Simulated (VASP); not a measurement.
# CdPt3 (space group Pm-3m): computed properties

Method: LDA (Ceperley-Alder, Perdew-Zunger), VASP's LDA PAW potentials (set 64) (plane waves; VASP 6.6.1).

```json
{
  "space_group": "Pm-3m (221)",
  "cell": "a = b = c = 3.9554 Å, α = β = γ = 90.00°",
  "volume_per_atom": "15.47 Å³/atom",
  "band_gap_with_spin_orbit_coupling": "none (metallic)",
  "density": "18.72 g/cm³"
}
```

```yaml
crystal:
  lattice:
    - [3.95541, 0.00000, 0.00000]
    - [0.00000, 3.95541, 0.00000]
    - [0.00000, 0.00000, 3.95541]
  atoms:
    - { symbol: Cd, position: [0.00000, 0.00000, 0.00000] }
    - { symbol: Pt, position: [0.00000, 0.50000, 0.50000] }
    - { symbol: Pt, position: [0.50000, 0.00000, 0.50000] }
    - { symbol: Pt, position: [0.50000, 0.50000, 0.00000] }
```

The all-band solver leaves the empty bands unoptimised.

The structure comes from a computed database's CdPt3 entry (Pm-3m); how it stands against other phases isn't given here. It was relaxed first. Symmetry was kept, so distortions that lower it aren't found.
